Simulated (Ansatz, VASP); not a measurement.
**Ru (linear Ru chain) in two plane-wave programs**

Aim: how closely do two programs agree when they are given the same cell, functional and k mesh? The cell is taken from a series of runs on this material, whose earlier steps may have relaxed, scaled, displaced or heated it; both programs get it as it stands.

Main program and level: Ansatz 0.2.0; plane waves, with VASP 6.6.1 beside it; single point at LDA.

**1. Starting point**

The cell holds 1 atom: 1 Ru. Its edges and angles: a = 7.500 Å, b = 7.500 Å, c = 2.310 Å, α = 90.0°, β = 90.0°, γ = 90.0°. Vacuum lies along a and b. The structure's axis is c.

**2. Ansatz: single point, LDA, pair 1**

Ansatz runs on its default PAW (the set named soft_2) files.

With cell and atoms fixed, the geometry can't cause a difference; cores, projectors, grids and the points listed under the comparison can.

Input file input.yaml:

```yaml
crystal:
  lattice:
    - [7.5, 0.0, 0.0]
    - [0.0, 7.5, 0.0]
    - [0.0, 0.0, 2.3095506635]
  atoms:
    - { symbol: Ru, position: [0.5, 0.5, 0.0], spin: 2.0 }
magnetization:
  spin_polarized: true
kpoints:
  mp_grid: { grid: [1, 1, 35] }
scf:
  occupations: { method: fermi_dirac, width: 0.05 }
hamiltonian:
  xc: lda
output:
  transmission:
    e_range: [-2, 2]
    de: 0.035
    kmesh: [1, 1]
    reduced_basis: true
    leads: [[0, 0]]
  stress: true
```

Command:

```sh
ansatz run input.yaml --threads 4 --pin off --max-ram 8192MiB --backend cpu --events-out ev --progress --plain --runs-dir out
```

Numbers of over 12 decimals in the logs are rounded to 6 here.

Output:

```text
Engine: ansatz 0.2.0, aarch64-unknown-linux-gnu
Pseudopotentials: kind: paw
Pseudopotential: Ru, paw, valence charge 16, recommended cutoff 420 eV (normal), Ru.paw.azcp
Functional definition: SPW92
  exchange = slater_x
  correlation = pw_c
Crystal: 1 atoms, lattice volume = 129.912 Å³
Basis set: ecut = 420 eV, 2527 PW (Γ)
Bands: 13, of which v1, the nominal top of the filled ones, is band 8 counted from 1 (7 counted from 0)
Symmetry: 16 space group operations
Space group: P4/mmm (ITA 123), of the structure as read, at distance tolerance 5.1e-5 Å
Magnetic group: BNS 123.339 (UNI 999), of the structure as read, at distance tolerance 5.1e-5 Å
k-points: 18 of 35
Non-local potential: Ru, projectors of the file, l = 0: 3, l = 1: 2, l = 2: 2, l = 3: 1
PAW form: soft (Blöchl's): semilocal exchange-correlation on the pseudo side does not see the compensation charge
PAW frozen core: Ru, regenerated for the run's functional, and the local potential with it (the file was generated under x = pbe(κ = 0.804, μ = 0.219515), c = pbe(β = 0.066725))
PAW one-centre angular grid: Ru, 590 points (default); XC on 64 Gauss nodes
Initial density: superposition of atomic densities (neutral atoms: chi_scale 0, normalization atom)
Starting moments: Σ|m| = 2 μB on 1 of 1 site
Initial wavefunctions: pseudopotential atomic-orbital guess
Functional: x = slater, c = lda
iter 1 solved again at ethr=2.76e-3 eV; its pass at ethr=3.10e-3 eV (dr2=4.42e-1 eV) is discarded
SCF iter   1: F=—  HF=-5753.658221 eV  |F-HF|=—  |Δ(HF+E_count)|=         —  Δρ=2.42e-2 (↑2.42e-2 ↓1.31e-2)  dr2=4.46e-1  dr2_m=3.01e-1  M=1.337 μB ∫|m|=1.339 μB  β_m=0.30  ethr=2.76e-3  ⟨swp⟩=1.0  Hψ=3294  notcnv=0
Mixer restart at iter 1: flushing history
preconditioner: auto → LDOS  [metal: Δε(μ)=0.055 eV  Ē_g=6.025 eV  σ=0.050 eV  W_gap=0.26  n_scr=20 (ndim 8)  ℏωp=9.2 eV  f_vac=0.663  D(μ)=2.21/eV (n_scr^D=12)]
spin=Collinear: LDOS preconditioning applied to the charge; magnetization (m = ρ↑ − ρ↓) channel mixes plain (no charge-response kernel on spin).
SCF iter   2: F=—  HF=-5753.435512 eV  |F-HF|=—  |Δ(HF+E_count)|=   2.23e-1  Δρ=1.64e-2 (↑1.64e-2 ↓9.82e-3)  dr2=1.75e-1  dr2_m=1.55e-1  M=1.289 μB ∫|m|=1.291 μB  β_m=0.62  ethr=2.76e-3  ⟨swp⟩=1.6  Hψ=510  notcnv=0
SCF iter   3: F=—  HF=-5753.314892 eV  |F-HF|=—  |Δ(HF+E_count)|=   1.21e-1  Δρ=2.15e-3 (↑2.15e-3 ↓1.70e-3)  dr2=2.59e-3  dr2_m=2.95e-3  M=1.201 μB ∫|m|=1.202 μB  β_m=0.70  ethr=1.10e-3  ⟨swp⟩=2.2  Hψ=786  notcnv=0
SCF iter   4: F=—  HF=-5753.316335 eV  |F-HF|=—  |Δ(HF+E_count)|=   1.44e-3  Δρ=5.21e-4 (↑3.96e-4 ↓5.21e-4)  dr2=1.60e-4  dr2_m=1.70e-4  M=1.175 μB ∫|m|=1.176 μB  β_m=0.85  ethr=1.62e-5  ⟨swp⟩=2.0  Hψ=908  notcnv=0  defer=2
SCF iter   5: F=—  HF=-5753.316492 eV  |F-HF|=—  |Δ(HF+E_count)|=   1.58e-4  Δρ=6.37e-5 (↑6.37e-5 ↓5.81e-5)  dr2=1.40e-5  dr2_m=4.45e-7  M=1.167 μB ∫|m|=1.168 μB  β_m=0.87  ethr=9.99e-7  ⟨swp⟩=2.5  Hψ=746  notcnv=0  defer=2
SCF iter   6: F=—  HF=-5753.316490 eV  |F-HF|=—  |Δ(HF+E_count)|=   1.89e-6  Δρ=1.39e-5 (↑1.39e-5 ↓1.36e-5)  dr2=4.09e-7  dr2_m=7.18e-8  M=1.167 μB ∫|m|=1.168 μB  β_m=0.94  ethr=8.76e-8  ⟨swp⟩=2.6  Hψ=709  notcnv=0  defer=2
SCF iter   7: F=—  HF=-5753.316491 eV  |F-HF|=—  |Δ(HF+E_count)|=   1.88e-7  Δρ=4.50e-6 (↑3.67e-6 ↓4.50e-6)  dr2=1.18e-8  dr2_m=1.80e-8  M=1.166 μB ∫|m|=1.167 μB  β_m=0.93  ethr=2.56e-9  ⟨swp⟩=2.4  Hψ=740  notcnv=0  defer=2
SCF iter   8: F=—  HF=-5753.316491 eV  |F-HF|=—  |Δ(HF+E_count)|=   1.29e-8  Δρ=1.42e-6 (↑1.42e-6 ↓1.15e-6)  dr2=6.72e-10  dr2_m=1.60e-9  M=1.166 μB ∫|m|=1.167 μB  β_m=0.96  ethr=7.35e-11  ⟨swp⟩=2.0  Hψ=608  notcnv=0  defer=2
SCF iter   9: F=-5753.316491 eV  HF=-5753.316491 eV  |F-HF|=6.82e-11  |Δ(HF+E_count)|=   2.20e-9  Δρ=2.70e-7 (↑2.70e-7 ↓2.19e-7)  dr2=2.50e-11  dr2_m=5.79e-11  M=1.166 μB ∫|m|=1.167 μB  ethr=4.20e-12  ⟨swp⟩=1.3  Hψ=1395  notcnv=0
SCF 1 converged in 9 iterations: F = -5753.316491 eV  dr2 = 2.50e-11
  greatest PAW one-centre occupation: 1.001 electrons in one spin orbital (limit 2), on the Ru atom at site 0 (counted from 0), in its partial waves of l = 0
transmission: 6 of 36 steps passed
transmission: 9 of 36 steps passed
[...]
transmission: 36 of 36 steps passed
SCF converged after 9 iterations
Magnetization: 1.1662 μB (8.5831 up, 7.4169 down)
Absolute magnetization: 1.1671 μB (∫|ρ↑−ρ↓|, with the PAW one-centre terms)
Spin contamination: 0.0016 ħ² per cell (⟨S²⟩ above its minimum at these occupations)
Per-site moments (μB) at R_I (Å): [(0.859959, 0.952690)]
Free energy (F): -5753.316491 eV
Harris-Foulkes:  -5753.316491 eV  (|F-HF|=6.82e-11)
Internal energy: -5753.296482 eV  (E = F + TS)
E sigma→0 (E₀):  -5753.306486 eV
Entropy (-TS):   -0.020008 eV (-20.008 meV/atom)
Fermi energy:    -2.392938 eV
--- Per-component energies (eV) ---
  E_band       = -447.740889
  E_kinetic    = 513.007740
  E_local      = -4538.237522  (includes V_loc(G=0)·N_el)
  E_nonlocal   = 354.126171
  E_hartree    = 1841.657446
  E_xc         = -183.891421
  E_vxc        = -231.539440  (∫ρ·V_xc dr)
  E_paw        = -3343.713080  (= ΣΔE_a)
  E_vpaw       = -228.412616  (= ΣTr[D̂ρ^β])
  E_aug_tail   = -0.000234  (compensation charges beyond the density's cutoff)
  E_ewald      = -396.817267
  E_core_change = 0.571685  (= ΣΔE_core)
  E_smearing   = -0.020008  (= −TS)
  E_closure    = 0.000000  (closes the sum)
  Σ components = -5753.316491   (vs F -5753.316491, Δ=0.00e0)
--- Stress (GPa, compression-positive) ---
       -0.183369       0.000000       0.000000
        0.000000      -0.183369       0.000000
        0.000000       0.000000      -6.723091
  P = ⅓ Tr σ = -2.3633 GPa (-23.633 kbar)
--- Band table (eV; the first three rows and the last of 36) ---
  k-point 0 ↑: bands = [... 4 lower, -7.6940, -3.9653, -3.9586, -3.7183, -0.6651, -0.6651, 0.4076, 0.4076, ... 1 higher]
  k-point 1 ↑: bands = [... 4 lower, -7.6366, -3.9560, -3.9493, -3.6989, -0.8099, -0.8099, 0.5279, 0.5279, ... 1 higher]
  k-point 2 ↑: bands = [... 4 lower, -7.4656, -3.9282, -3.9217, -3.6407, -1.1400, -1.1400, 0.7884, 0.7884, ... 1 higher]
  k-point 17 ↓: bands = [... 4 lower, -5.6179, -5.6179, -1.7489, -1.7467, -0.5818, 3.3503, 7.5841, 7.7021, ... 1 higher]
--- Transmission ---
  basis      : 497 plane waves across, 3 finite elements along
  points     : 1, standing for a mesh of 1 x 1
  filling    : by the input's occupations and mesh, since the crystals that have channels conduct as metals do. If one of these is a semiconductor, that mesh has misplaced its level
  energies   : 115 from -2.000000 to 1.990000 eV about the Fermi level, 0.035000 eV apart; the leads are filled to 0.000000 eV, and channels, transmission and decay are at -0.005000 eV
  crystal 0  : Ru1, at the sites [0, 0], period 2.3096 Å: whole cells are its period
    offset         : up to 0.0000 Å between an atom of the period and one for which it stands
    filled         : 7.4 meV under the level at which it is neutral
    channels       : 4.000000e0 up, 6.000000e0 down
    conductance    : 6.8872e14 S/m² at 300 K; may be off by some 0.0 % by where its bands' edges are placed, 0.0 % from the distance to neutral
```

**3. VASP: single point, LDA, pair 1**

The same cell, functional (in two slightly different forms), mesh and smearing now go to VASP, with its own data sets.

Lines of VASP's logs that name or quote its potential files are left out, and so is its time.

Input file INCAR:

```
SYSTEM = Ru
PREC = Accurate
ENCUT = 500
EDIFF = 1E-06
NELM = 200
ISMEAR = -1
SIGMA = 0.05
LREAL = .FALSE.
ALGO = Normal
GGA = PW92
NBANDS = 14
ISPIN = 2
MAGMOM = 0.86
LASPH = .TRUE.
LMAXMIX = 4
LORBIT = 11
LWAVE = .FALSE.
LCHARG = .FALSE.
ISIF = 2
GGA_COMPAT = .FALSE.
```

Input file POSCAR:

```
Ru
1.0
    7.5000000000      0.0000000000      0.0000000000
    0.0000000000      7.5000000000      0.0000000000
    0.0000000000      0.0000000000      2.3095506635
Ru
1
Direct
    0.5000000000      0.5000000000      0.0000000000
```

Input file KPOINTS:

```
Automatic mesh
0
Gamma
1 1 35
0 0 0
```

PAW data sets: Ru_pv (LDA family, release 64).

Command:

```sh
mpirun -np 1 vasp_std
```

Output:

```text
[banner, memory and clock lines left out]
running    1 mpi-ranks, on    1 nodes
 distrk:  each k-point on    1 cores,    1 groups
 distr:  one band on    1 cores,    1 groups

 POSCAR found type information on POSCAR Ru
 POSCAR found :  1 types and       1 ions
|                                                                             |
|               ----> ADVICE to this user running VASP <----                  |
|                                                                             |
|     You enforced a specific xc type in the INCAR file but a different       |
|     [... a line on the potential file left out ...]
|     I HOPE YOU KNOW WHAT YOU ARE DOING!                                     |
|                                                                             |

 LDA part: xc-table for (Slater(with rela. corr.)+PW92), standard interpolation
 POSCAR, INCAR and KPOINTS ok, starting setup
 FFT: planning ... GRIDC
 FFT: planning ... GRID_SOFT
 FFT: planning ... GRID
 WAVECAR not read
 entering main loop
       N       E                     dE             d eps       ncg     rms          rms(c)
DAV:   1     0.567600606480E+02    0.56760E+02   -0.73379E+03  1336   0.700E+02
DAV:   2    -0.413885708551E+01   -0.60899E+02   -0.55906E+02  1098   0.176E+02
DAV:   3    -0.577545752225E+01   -0.16366E+01   -0.15469E+01  1146   0.255E+01
DAV:   4    -0.579694472152E+01   -0.21487E-01   -0.21439E-01  1430   0.280E+00
DAV:   5    -0.579733251436E+01   -0.38779E-03   -0.38774E-03  1366   0.276E-01    0.579E+00
DAV:   6    -0.574719491184E+01    0.50138E-01   -0.24388E-01  1206   0.440E+00    0.287E+00
DAV:   7    -0.572796273033E+01    0.19232E-01   -0.30408E-02  1112   0.128E+00    0.140E+00
DAV:   8    -0.572646734848E+01    0.14954E-02   -0.80426E-03  1110   0.734E-01    0.485E-01
DAV:   9    -0.572756526138E+01   -0.10979E-02   -0.66238E-04  1504   0.179E-01    0.124E-01
DAV:  10    -0.572867799947E+01   -0.11127E-02   -0.54564E-04  1086   0.125E-01    0.420E-02
DAV:  11    -0.572878394877E+01   -0.10595E-03   -0.35071E-05  1198   0.402E-02    0.242E-02
DAV:  12    -0.572883926092E+01   -0.55312E-04   -0.63852E-06  1110   0.161E-02    0.134E-02
DAV:  13    -0.572890623238E+01   -0.66971E-04   -0.12543E-05  1044   0.158E-02    0.821E-03
DAV:  14    -0.572893496019E+01   -0.28728E-04   -0.27054E-06   990   0.522E-03    0.464E-03
DAV:  15    -0.572896206702E+01   -0.27107E-04   -0.41866E-06   976   0.732E-03    0.279E-03
DAV:  16    -0.572897060374E+01   -0.85367E-05   -0.15022E-06   850   0.296E-03    0.146E-03
DAV:  17    -0.572897197311E+01   -0.13694E-05   -0.16361E-07   830   0.978E-04    0.558E-04
DAV:  18    -0.572897254942E+01   -0.57631E-06   -0.10415E-07   744   0.693E-04
   1 F= -.57289725E+01 E0= -.57190279E+01  d E =-.198893E-01  mag=     1.1662
```

From OUTCAR (step 3):

```text
ion  position               nearest neighbor table
   1  0.500  0.500  0.000-

  LATTYP: Found a simple tetragonal cell.
 ALAT       =     7.5000000000
 C/A-ratio  =     0.3079400885

 Subroutine GETGRP returns: Found 16 space group operations
 (whereof 16 operations were pure point group operations)

The static configuration has the point symmetry D_4h.

 Found     18 irreducible k-points:

   k-points           NKPTS =     18   k-points in BZ     NKDIM =     18   number of bands    NBANDS=     14

   dimension x,y,z NGX =    56 NGY =   56 NGZ =   18
   dimension x,y,z NGXF=   112 NGYF=  112 NGZF=   36

   ENCUT  =  500.0 eV  36.75 Ry    6.06 a.u.  13.67 13.67  4.21*2*pi/ulx,y,z

   NELECT =      14.0000    total number of electrons

 k-points in reciprocal lattice and weights: Automatic mesh
   0.00000000  0.00000000  0.00000000       0.029
   0.00000000  0.00000000  0.02857143       0.057
   0.00000000  0.00000000  0.05714286       0.057
   0.00000000  0.00000000  0.08571429       0.057
   0.00000000  0.00000000  0.11428571       0.057
   0.00000000  0.00000000  0.14285714       0.057
   0.00000000  0.00000000  0.17142857       0.057
   0.00000000  0.00000000  0.20000000       0.057
   0.00000000  0.00000000  0.22857143       0.057
[...]
0.00000000  0.00000000  0.45714286       0.057
   0.00000000  0.00000000  0.48571429       0.057

 average (electrostatic) potential at core
       1 -82.8027

 E-fermi :  -3.4890

 spin component 1
 k-point     1 :       0.0000    0.0000    0.0000
  band No.  band energies     occupation
    ...
      3     -45.1073      1.00000
      4      -8.8006      1.00000
      5      -5.0567      1.00000
      6      -5.0498      1.00000
      7      -4.8035      1.00000
      8      -1.7676      0.00000
      9      -1.7676      0.00000
     10      -0.6887      0.00000
     11      -0.6887      0.00000
     12       1.4640      0.00000
    ...

 k-point     2 :       0.0000    0.0000    0.0286
  band No.  band energies     occupation
    ...
      3     -45.1256      1.00000
      4      -8.7432      1.00000
      5      -5.0474      1.00000
      6      -5.0406      1.00000
      7      -4.7840      1.00000
      8      -1.9119      0.00000
      9      -1.9119      0.00000
     10      -0.5690      0.00000
     11      -0.5690      0.00000
     12       1.4863      0.00000
    ...

 k-point     3 :       0.0000    0.0000    0.0571
  band No.  band energies     occupation
    ...
      3     -45.1798      1.00000
      4      -8.5723      1.00000
      5      -5.0195      1.00000
      6      -5.0129      1.00000
      7      -4.7256      1.00000
      8      -2.2416      0.00000
      9      -2.2416      0.00000
     10      -0.3090      0.00000
     11      -0.3090      0.00000
     12       1.5531      0.00000
    ...

 k-point     4 :       0.0000    0.0000    0.0857
  band No.  band energies     occupation
    ...
      3     -45.2676      1.00000
      4      -8.2918      1.00000
      5      -4.9739      1.00000
      6      -4.9675      1.00000
      7      -4.6280      1.00000
      8      -2.6499      0.00000
      9      -2.6499      0.00000
     10      -0.0055      0.00000
     11      -0.0055      0.00000
     12       1.6644      0.00000
    ...

 k-point     5 :       0.0000    0.0000    0.1143
  band No.  band energies     occupation
    ...
      3     -45.3855      1.00000
      4      -7.9082      1.00000
      5      -4.9113      1.00000
      6      -4.9054      1.00000
      7      -4.4905      1.00000
      8      -3.0949      0.00038
      9      -3.0949      0.00038
     10       0.3147      0.00000
     11       0.3147      0.00000
     12       1.8204      0.00000
    ...

 k-point     6 :       0.0000    0.0000    0.1429
  band No.  band energies     occupation
    ...
      5      -4.8334      1.00000
      6      -4.8280      1.00000
      7      -4.3118      1.00000
      8      -3.5569      0.79524
      9      -3.5569      0.79524
     10       0.6486      0.00000
     11       0.6486      0.00000
     12       2.0209      0.00000
     13       3.0182      0.00000
     14       5.0581      0.00000

  Total       -0.1581605     -0.1581605     -5.3068042      0.0000000     -0.0000000     -0.0000000
  in kB       -1.9505562     -1.9505562    -65.4475855      0.0000000     -0.0000000     -0.0000000
  external PRESSURE =     -23.1162326 kB  Pullay stress =       0.0000000 kB

  energy-cutoff  :      500.00
  volume of cell :      129.91
      direct lattice vectors                 reciprocal lattice vectors
     7.500000000  0.000000000  0.000000000     0.133333333  0.000000000  0.000000000
     0.000000000  7.500000000  0.000000000     0.000000000  0.133333333  0.000000000
     0.000000000  0.000000000  2.309550664     0.000000000  0.000000000  0.432984656

 POSITION                                       TOTAL-FORCE (eV/Angst)
 -----------------------------------------------------------------------------------
      3.75000      3.75000      0.00000         0.000000      0.000000      0.000000
 -----------------------------------------------------------------------------------
    total drift:                                0.000000      0.000000      0.000000

  FREE ENERGIE OF THE ION-ELECTRON SYSTEM (eV)
  ---------------------------------------------------
  free  energy   TOTEN  =        -5.7289725494 eV

  energy  without entropy=       -5.7090832453  energy(sigma->0) =       -5.71902790

 total charge
# of ion       s       p       d       tot
------------------------------------------
    1        0.339   6.064   6.109  12.512

 magnetization (x)
# of ion       s       p       d       tot
------------------------------------------
    1        0.027   0.008   0.991   1.025

[... 6 further parts left out ...]
```

**4. Differences**

Known differences besides the potentials themselves: VASP starts from the moments at which Ansatz ended; the data sets hold 16 valence electrons in Ansatz (on its default PAW (the set named soft_2) files) and 14 in VASP; the cutoff is 420 eV in Ansatz and 500 eV in VASP; VASP's log shows a relativistic correction to its local exchange, Ansatz's none; site moments are counted in spheres of each program's own size. Total energies have different zeros and are not compared.

Compared:

| quantity | Ansatz | VASP | difference |
| --- | --- | --- | --- |
| pressure (GPa) | -2.36 | -2.31 | -0.05 |
| total moment (μB) | 1.17 | 1.17 | 0.00 |
| moment on Ru1 (μB) | 0.86 | 1.02 | -0.16 |

**5. Ansatz: single point, LDA, pair 2**

With cell and atoms fixed, the geometry can't cause a difference; cores, projectors, grids and the points listed under the comparison can. The cell compared in this pair holds 125.10 Å³, against 129.91 Å³ for the pair before.

The cell is taken from a series of runs on this material, whose earlier steps may have relaxed, scaled, displaced or heated it; both programs get it as it stands.

input.yaml: that of step 2 with these lines changed.

```diff
@@ -4,3 +4,3 @@
     - [0.0, 7.5, 0.0]
-    - [0.0, 0.0, 2.3095506635]
+    - [0.0, 0.0, 2.22401175]
   atoms:
@@ -10,3 +10,3 @@
 kpoints:
-  mp_grid: { grid: [1, 1, 35] }
+  mp_grid: { grid: [1, 1, 36] }
 scf:
```

Command:

```sh
ansatz run input.yaml --threads 4 --pin off --max-ram 8192MiB --backend cpu --events-out ev --progress --plain --runs-dir out
```

Output:

```text
[...]
Crystal: 1 atoms, lattice volume = 125.101 Å³
Basis set: ecut = 420 eV, 2463 PW (Γ)
Bands: 13, of which v1, the nominal top of the filled ones, is band 8 counted from 1 (7 counted from 0)
Symmetry: 16 space group operations
[...]
k-points: 19 of 36
[...]
Starting moments: Σ|m| = 2 μB on 1 of 1 site
[...]
--- Transmission ---
  basis      : 497 plane waves across, 3 finite elements along
  points     : 1, standing for a mesh of 1 x 1
[...]
crystal 0  : Ru1, at the sites [0, 0], period 2.2240 Å: whole cells are its period
[...]
filled         : 22.2 meV over the level at which it is neutral
    channels       : 4.000000e0 up, 6.000000e0 down
[...]
[key lines of the parts left out:]
SCF converged after 11 iterations
Magnetization: 0.9307 μB (8.4654 up, 7.5346 down)
Free energy (F): -5753.475906 eV
Fermi energy:    -2.286947 eV
P = ⅓ Tr σ = -1.4179 GPa (-14.179 kbar)
```

(Continued in part 2 of 2.)

[Lines on the potential files, build, host, timing and source positions are cut from VASP's logs without a mark.]

[Logs are printed without paths, hosts, clocks, repeated set-up lines and the standing remarks that a program may print on its own settings, such as how far it seeks lower states.]

[Hosts, paths, dates, database ids (printed as entryN), source tags and the programs' standing remarks are cut or masked in the printed files.]
